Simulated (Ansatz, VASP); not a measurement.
**One calculation of ZnGaP, two programs**

```
Zn Ga P
1.0
     4.01594    0.00000    0.00000
    -2.00797    3.47791    0.00000
     0.00000    0.00000    4.40420
Zn Ga P
1 1 1
Direct
  0.00000 0.00000 0.50000
  0.66667 0.33333 0.00000
  0.33333 0.66667 0.50000
```

The cell was built by a generator and needn't be a form met in nature.

Alike in both runs: task relaxation of cell and atoms; functional PBEsol; dispersion D4; k mesh 8 × 8 × 6; occupations fermi-dirac, width 0.05 eV; no spin polarisation.

```csv
,VASP,Ansatz
version,VASP 6.6.1,Ansatz 0.2.0
potentials or method,"VASP PAW PBE potentials, release 64 (Zn, Ga_d, P)",Ansatz PAW
plane-wave cutoff (eV),600,420
valence electrons in the cell,30,30
```

|  | VASP | Ansatz | Ansatz less VASP |
| --- | --- | --- | --- |
| gap on the k mesh at the Fermi level, each at its own relaxed structure (eV) | none | none | - |
| relaxed volume (Å³/atom) | 18.42 | 18.37 | -0.051 |
| relaxed cell length with the largest relative difference (Å) | 4.113 | 4.108 | -0.0052 |
| energy change over the relaxation (meV/atom) | -32 | -34 | -1.2 |

A gap of «none» marks a metal or a gap that the smearing closes.

Caveats: pairwise dispersion overbinds metals, which lowers pressure and volume; the PAW data sets were made with another functional, which shifts forces and pressure a little (VASP); the plane-wave basis is chosen anew once the cell has moved, so the energies of steps on either side of that aren't comparable (Ansatz); the PAW data sets come from PBE, with cores solved anew for the run's functional, which leaves a small shift of forces and pressure (Ansatz).
